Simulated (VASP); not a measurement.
Here is the system:

```xyz
2
Lattice="0.0000 2.3029 2.3029 2.3029 0.0000 2.3029 2.3029 2.3029 0.0000" Properties=species:S:1:pos:R:3 pbc="T T T"
Hf     0.0000     0.0000     0.0000
C      2.3029     2.3029     2.3029
```

All values below come from PBEsol GGA, VASP's PBE PAW potentials (set 64) (plane waves; VASP 6.6.1). Run with 600 eV cut-off, 12×12×12 Γ-centred mesh, first-order Methfessel-Paxton smearing of 0.10 eV, potentials Hf_pv C.

Unless said otherwise, spin-orbit coupling is left out, though it shifts the bands of the heavy elements here.

Each row applies one change to this cell, which was relaxed at other settings and keeps the small stress of the first row; at a fixed cut-off the stress holds a Pulay part, so it need not integrate to ΔE exactly. Stress is in GPa, positive when the cell is compressed.

| change | ΔE (meV/atom) | σxx | σyy | σzz | largest shear component, with its sign (GPa) | largest force (eV/Å) |
|---|---|---|---|---|---|---|
| none | 0.0 | -0.15 | -0.15 | -0.15 | 0.00 | 0.000 |
| uniaxial strain of +3.0 % along z | [?] | [?] | [?] | [?] | [?] | [?] |
| isotropic strain of +1.0 % | 8.6 | -7.31 | -7.31 | -7.31 | 0.00 | 0.000 |
| uniaxial strain of +4.0 % along y | 29.5 | -3.99 | -18.05 | -3.99 | 0.00 | 0.000 |
| atom 2 (C) moved by -0.150 Å along x | [?] | [?] | [?] | [?] | [?] | [?] |
| atom 2 (C) moved by -0.200 Å along y | 86.9 | -0.90 | 13.38 | -0.90 | 0.00 | 1.928 |
| atom 2 (C) moved by -0.100 Å along y | 21.0 | -0.36 | 3.04 | -0.36 | 0.00 | 0.825 |
| atom 2 (C) moved by -0.025 Å along z | 1.3 | -0.16 | -0.16 | 0.05 | 0.00 | 0.204 |

Q: What belongs in the gaps?

A: 
- uniaxial strain of +3.0 % along z, ΔE (meV/atom): 17.2
- uniaxial strain of +3.0 % along z, σxx: -3.06
- uniaxial strain of +3.0 % along z, σyy: -3.06
- uniaxial strain of +3.0 % along z, σzz: -14.39
- uniaxial strain of +3.0 % along z, largest shear component, with its sign (GPa): 0.00
- uniaxial strain of +3.0 % along z, largest force (eV/Å): 0.000
- atom 2 (C) moved by -0.150 Å along x, ΔE (meV/atom): 46.9
- atom 2 (C) moved by -0.150 Å along x, σxx: 7.26
- atom 2 (C) moved by -0.150 Å along x, σyy: -0.60
- atom 2 (C) moved by -0.150 Å along x, σzz: -0.60
- atom 2 (C) moved by -0.150 Å along x, largest shear component, with its sign (GPa): 0.00
- atom 2 (C) moved by -0.150 Å along x, largest force (eV/Å): 1.294

Failed runs are left out, and for metals the shear rows, which the mesh's noise covers.

The compound is HfC in the rock salt structure.
